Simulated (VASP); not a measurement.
Method: PBE GGA, VASP's PBE PAW potentials (set 64) (plane waves; VASP).

VASP input:

**INCAR**
```
SYSTEM = Lu
PREC = Accurate
ENCUT = 420
EDIFF = 1E-09
NELM = 100
ALGO = Normal
LREAL = .FALSE.
LASPH = .TRUE.
ISMEAR = 0
SIGMA = 0.05
GGA = PE
LMAXMIX = 6
LWAVE = .FALSE.
LCHARG = .FALSE.
ISIF = 3
IBRION = 2
NSW = 50
EDIFFG = -0.005
```

**POSCAR**
```
Lu
1
    3.5764500000     0.0000000000     0.0000000000
   -1.7882250000     3.0972970000     0.0000000000
    0.0000000000     0.0000000000     5.5364850000
Lu
2
Direct
  0.3333330000   0.6666670000   0.2500000000
  0.6666670000   0.3333330000   0.7500000000
```

File KPOINTS:
```
kpoints
0
gamma
 19 19 11
0.5 0.5 0.5
```

POTCAR, in this order: Lu_3 (PBE.64 set). Program: vasp_std.

Task: What will the output report for the number of irreducible k-points (NKPTS), largest plane-wave count, number of space-group operations, FFT grid (NGX, NGY, NGZ)?

Result: 
| Property | Value |
|---|---|
| number of irreducible k-points (NKPTS) | 600 |
| largest plane-wave count | 1222 |
| number of space-group operations | 24 |
| FFT grid (NGX, NGY, NGZ) | 24 × 24 × 40 |

The structure comes from a computed database's Lu entry; how it stands against other phases isn't given here. This run relaxes it. Symmetry was kept, so distortions that lower it aren't found. The run is one of a series of settings (EDIFF = 1E-09, EDIFFG = -0.005, ENCUT = 420, IBRION = 2, ISIF = 3, NSW = 50, KPOINTS 19×19×11 Γ-centred mesh shifted by (0.5, 0.5, 0.5) against the base run), some of them coarse on purpose.
